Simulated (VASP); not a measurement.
A convergence study with VASP on MoTe₂ (space group no. 194 when undisturbed): a few settings are varied, all else stays as given below, so the limit is that of these other settings. One atom is moved off its site, so that forces are finite.

```
CELL_PARAMETERS angstrom
      1.76528    -3.05755     0.00000
      1.76528     3.05755     0.00000
      0.00000     0.00000    14.00188
ATOMIC_POSITIONS crystal
  Te 0.33333 0.66667 0.88257
  Te 0.66667 0.33333 0.37900
  Te 0.66667 0.33333 0.12100
  Te 0.33333 0.66667 0.62100
  Mo 0.33333 0.66667 0.25000
  Mo 0.66667 0.33333 0.75000
```

Level of theory: LDA (Ceperley-Alder, Perdew-Zunger), VASP's LDA PAW potentials (set 64) (plane waves; VASP). The last row used: 300 eV cut-off, 17×17×4 Γ-centred mesh shifted by (0.5, 0.5, 0.5), Fermi-Dirac smearing of 0.010 eV, potentials Te Mo_sv.

| setting | E (eV/atom) | pressure (GPa) | largest force (eV/Å) | irreducible k-points |
|---|---|---|---|---|
| 2×2×1 mesh | … | … | … | 2 |
| 3×3×1 mesh | -6.8590 | -4.40 | 0.748 | 4 |
| 4×4×1 mesh | -6.8644 | -4.52 | 0.851 | 6 |
| 5×5×1 mesh | -6.8714 | -4.60 | 0.847 | 9 |
| 5×5×2 mesh | -6.8618 | -4.42 | 0.888 | 15 |
| 6×6×2 mesh | -6.8618 | -4.42 | 0.888 | 21 |
| 7×7×2 mesh | -6.8618 | -4.43 | 0.886 | 28 |
| 8×8×2 mesh | -6.8618 | -4.42 | 0.886 | 36 |
| 9×9×2 mesh | -6.8617 | -4.42 | 0.886 | 45 |
| 10×10×3 mesh | -6.8616 | -4.42 | 0.887 | 85 |
| 11×11×3 mesh | -6.8616 | -4.42 | 0.887 | 102 |
| 13×13×3 mesh | -6.8616 | -4.42 | 0.887 | 140 |
| 14×14×3 mesh | -6.8616 | -4.41 | 0.887 | 161 |
| 15×15×4 mesh | -6.8616 | -4.42 | 0.887 | 240 |
| 17×17×4 mesh | -6.8616 | -4.42 | 0.887 | 306 |

Q: Some entries are withheld; supply them.

A: 
- 2×2×1 mesh, E (eV/atom): -6.9800
- 2×2×1 mesh, pressure (GPa): -5.30
- 2×2×1 mesh, largest force (eV/Å): 0.853

Left out are rungs that failed or repeat a setting and relaxations that didn't move; long series are thinned to 24 rows.

The structure is a typed MoTe2 crystal (space group no. 194). The cell was not relaxed at this level, it is distorted from the ideal structure.
